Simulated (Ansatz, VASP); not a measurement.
## Zr3ScN4 in VASP and in Ansatz

```xyz
8
Lattice="-2.8586 2.8586 2.8586 2.8586 -2.8586 2.8586 2.8586 2.8586 -2.8586" Properties=species:S:1:pos:R:3 pbc="T T T"
Zr    0.0000    2.8586    0.0000
Zr    2.8586    0.0000    0.0000
Zr    0.0000    0.0000    2.8586
Sc    0.0000    0.0000    0.0000
N     1.6236    1.6236    1.6236
N     1.2350   -1.2350    1.2350
N    -1.2350    1.2350    1.2350
N     1.2350    1.2350   -1.2350
```

Change from the starting cell: species swapped into the K3SbS4 type (I-43m, No. 217).

Alike in both runs: functional PBE; k mesh 10 × 10 × 10; occupations gaussian, width 0.1 eV; no spin polarisation.

Ansatz relaxed the structure, and its values are those at the end. VASP's run is a single point on that final structure, the one shown.

|  | VASP | Ansatz |
| --- | --- | --- |
| version | VASP 6.6.1 | Ansatz 0.2.0 |
| potentials or method | VASP PAW PBE potentials, release 64 (Zr_sv, Sc_sv, N) | scalar-relativistic, plane waves, PAW |
| plane-wave cutoff (eV) | 520 | 420 |
| valence electrons in the cell | 67 | 67 |

```csv
,VASP,Ansatz,Ansatz less VASP
gap on the k mesh at the Fermi level (eV),none,none,-
pressure (GPa),0.4,0.0,-0.41
rms of the force components (eV/Å),0.017,0.000,-0.0165
```

A gap of «none» marks a metal or a gap that the smearing closes.
